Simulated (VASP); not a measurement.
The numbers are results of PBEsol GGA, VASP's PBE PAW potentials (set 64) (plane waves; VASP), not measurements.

VASP ran on this input.

### INCAR
```
LCHARG = .False.
NELM = 100
LMAXMIX = 6
PREC = Accurate
SIGMA = 0.05   # width (eV)
ICHARG = 11
GGA = PS
LREAL = .False.
LWAVE = .False.
ISMEAR = 0   # Gaussian
SYSTEM = TaZr3C4
ENCUT = 520   # plane-wave cut-off (eV)
LASPH = .True.
ALGO = Normal
LORBIT = 11   # lm-projected
EDIFF = 1E-7   # SCF stop (eV)
```

File KPOINTS:
```
k-points along high-symmetry lines
15
Line-mode
Reciprocal
  0.000000   0.000000   0.000000 ! GAMMA
  0.000000   0.500000   0.000000 ! X

  0.000000   0.500000   0.000000 ! X
  0.500000   0.500000   0.000000 ! M

  0.500000   0.500000   0.000000 ! M
  0.000000   0.000000   0.000000 ! GAMMA

  0.000000   0.000000   0.000000 ! GAMMA
  0.500000   0.500000   0.500000 ! R

  0.500000   0.500000   0.500000 ! R
  0.000000   0.500000   0.000000 ! X

  0.500000   0.500000   0.500000 ! R
  0.500000   0.500000   0.000000 ! M
```

**POSCAR**
```
TaZr3C4
9.2122860
  0.4999999831   0.0000000000   0.0000000000
  0.0000000000   0.4999999831   0.0000000000
  0.0000000000   0.0000000000   0.4999999831
Zr C Ta
3 4 1
Cartesian
  0.0000000000   0.0000000000   0.0000000000
  0.2499999916   0.2499999916   0.0000000000
  0.2499999916   0.0000000000   0.2499999916
  0.2499999916   0.2499999916   0.2499999916
  0.0000000000   0.0000000000   0.2499999916
  0.0000000000   0.2499999916   0.0000000000
  0.2499999916   0.0000000000   0.0000000000
  0.0000000000   0.2499999916   0.2499999916
```

POTCAR, in this order: Zr_sv C Ta_pv (PBE.64 set). Program: vasp_std. Read from the step before: CHGCAR.

Output

OSZICAR:
```
       N       E                     dE             d eps       ncg     rms          rms(c)
DAV:   1     0.602021574847E+03    0.60202E+03   -0.34358E+04  6660   0.173E+03
DAV:   2    -0.303854523368E+02   -0.63241E+03   -0.61673E+03  7530   0.488E+02
DAV:   3    -0.810483270202E+02   -0.50663E+02   -0.49118E+02 10584   0.109E+02
DAV:   4    -0.840429552780E+02   -0.29946E+01   -0.29252E+01  9875   0.230E+01
DAV:   5    -0.841635732761E+02   -0.12062E+00   -0.11945E+00  9622   0.396E+00
DAV:   6    -0.841660548637E+02   -0.24816E-02   -0.24767E-02  9833   0.615E-01
DAV:   7    -0.841661443235E+02   -0.89460E-04   -0.89444E-04  9624   0.882E-02
DAV:   8    -0.841661486996E+02   -0.43761E-05   -0.43762E-05  9452   0.149E-02
DAV:   9    -0.841661490111E+02   -0.31149E-06   -0.31040E-06  7979   0.262E-03
DAV:  10    -0.841661490380E+02   -0.26961E-07   -0.28274E-07  5945   0.666E-04
   1 F= -.84166149E+02 E0= -.84164786E+02  d E =-.272624E-02
```

**OUTCAR**
```
 val. band max:        9.4240449693   @ k =   0.0714   0.0714   0.0000

 cond. band min:       9.4261348165   @ k =   0.1429   0.1429   0.0000



 k-point     1 :       0.0000    0.0000    0.0000
  band No.  band energies     occupation
      1     -38.5075      2.00000
      2     -38.3719      2.00000
      3     -38.3719      2.00000
      4     -25.3256      2.00000
      5     -25.3256      2.00000
      6     -25.3256      2.00000
      7     -16.9967      2.00000
      8     -16.9967      2.00000
      9     -16.9967      2.00000
     10     -16.6159      2.00000
     11     -16.6159      2.00000
     12     -16.6159      2.00000
     13     -16.3397      2.00000
     14     -16.3397      2.00000
     15     -16.3397      2.00000
     16      -2.7456      2.00000
     17      -1.3489      2.00000
     18      -1.3489      2.00000
     19      -1.0862      2.00000
     20       6.8049      2.00000
     21       6.8049      2.00000
     22       6.8049      2.00000
     23       6.8785      2.00000
     24       6.8785      2.00000
     25       6.8785      2.00000
     26       9.1258      2.00000
     27       9.1258      2.00000
     28       9.1258      2.00000
     29       9.2709      1.99999
     30       9.2709      1.99999
     31       9.2709      1.99999
     32       9.9484      0.00000
     33       9.9484      0.00000
     34       9.9484      0.00000
     35      10.1752      0.00000
     36      10.1752      0.00000
     37      10.1752      0.00000

 k-point     2 :       0.0000    0.0357    0.0000
  band No.  band energies     occupation
      1     -38.5071      2.00000
      2     -38.3723      2.00000
      3     -38.3719      2.00000
      4     -25.3256      2.00000
      5     -25.3256      2.00000
      6     -25.3256      2.00000
      7     -16.9956      2.00000
      8     -16.9956      2.00000
      9     -16.9953      2.00000
     10     -16.6163      2.00000
     11     -16.6163      2.00000
     12     -16.6163      2.00000
...
```

The density is held fixed in this step, so its total energy and stress have no physical meaning. Unless said otherwise, spin-orbit coupling is left out, though it shifts the bands of the heavy elements here.

The structure was generated: TaZr3C4 was put into an ordered model structure (Pm-3m), which need not be its known phase. It was relaxed first. The electron count is odd and the run is not spin-polarised, which forces a metal.
